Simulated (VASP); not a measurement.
Computed with PBE GGA with D3 dispersion (zero damping), VASP's PBE PAW potentials (set 64) (plane waves; VASP).

The input files of a VASP run:

### INCAR
```
SYSTEM = SnTe
PREC = Accurate; ENCUT = 520; LREAL = .FALSE.
LASPH = .TRUE.
EDIFF = 1E-6; NELM = 100; ALGO = Normal
LMAXMIX = 4
ISMEAR = 0; SIGMA = 0.05
GGA = PE; IVDW = 11
IBRION = 2; NSW = 60; ISIF = 3
EDIFFG = -0.01
LWAVE = .FALSE.; LCHARG = .FALSE.
```

POSCAR:
```
SnTe
1
    0.0000000000     3.1600000000     3.1600000000
    3.1600000000     0.0000000000     3.1600000000
    3.1600000000     3.1600000000     0.0000000000
Sn Te
1 1
Direct
  0.0000000000   0.0000000000   0.0000000000
  0.5000000000   0.5000000000   0.5000000000
```

File KPOINTS:
```
Automatic mesh
0
Gamma
7 7 7
0 0 0
```

POTCAR, in this order: Sn_d Te (PBE.64 set). Program: vasp_std.

Problem. What will the output report for the number of irreducible k-points (NKPTS), largest plane-wave count, number of space-group operations, FFT grid (NGX, NGY, NGZ)?

Solution. 
```
Item                                          Result
--------------------------------------  ------------
number of irreducible k-points (NKPTS)            20
largest plane-wave count                        1721
number of space-group operations                  48
FFT grid (NGX, NGY, NGZ)                36 × 36 × 36
```

The compound is SnTe in the rock salt structure, which distorts at low temperature. This run relaxes it. Symmetry was kept, so distortions that lower it aren't found.
